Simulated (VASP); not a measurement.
```
TiC
1.0
    0.00000     2.15403     2.15403
    2.15403     0.00000     2.15403
    2.15403     2.15403     0.00000
Ti C
1 1
Direct
  0.00000   0.00000   0.00000
  0.50000   0.50000   0.50000
```

Computed with vdW-DF-cx, VASP's PBE PAW potentials (set 64) (plane waves; VASP). Run with 520 eV cut-off, Gaussian smearing of 0.050 eV, potentials Ti_sv C.

Task: Give the energies of bands 6 to 11 at the high-symmetry points, in eV from the Fermi level.

Result: 
| band | Γ | X | U | L | W |
|---|---|---|---|---|---|
| 6 | 0.65 | -3.45 | -3.53 | -5.91 | -3.19 |
| 7 | 0.65 | -1.71 | -3.39 | -2.97 | -3.19 |
| 8 | 0.65 | -0.04 | -1.77 | -2.97 | -2.76 |
| 9 | 1.69 | -0.04 | 1.46 | 2.94 | 2.81 |
| 10 | 1.69 | 2.73 | 3.16 | 2.94 | 2.81 |
| 11 | 1.69 | 3.55 | 3.87 | 4.16 | 3.56 |

It has no gap at this level: it comes out as a metal or semimetal.

The compound is TiC in the rock salt structure. It was relaxed first.
